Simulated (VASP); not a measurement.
Given:

```
Be
1.0
    0.00000     1.58196     1.58196
    1.58196     0.00000     1.58196
    1.58196     1.58196     0.00000
Be
1
Direct
  0.00000   0.00000   0.00000
```

Computed with r2SCAN meta-GGA, VASP's PBE PAW potentials (set 64) (plane waves; VASP 6.6.1). Numerical set-up: 400 eV cut-off, 22×22×22 Γ-centred mesh, tetrahedra with Blöchl corrections, potentials Be.

Task: Predict the energy per atom (σ→0), band gap (over mesh and band path) with the smallest direct gap where there is one.

Result: 
| Item | Value |
|---|---|
| band gap (over mesh and band path) | none (metal, semimetal or under 0.01 eV) |
| energy per atom (σ→0) | -4.255 eV/atom |

The structure was generated: Be was put into the fcc type (Fm-3m), which need not be its known phase. It was relaxed first.
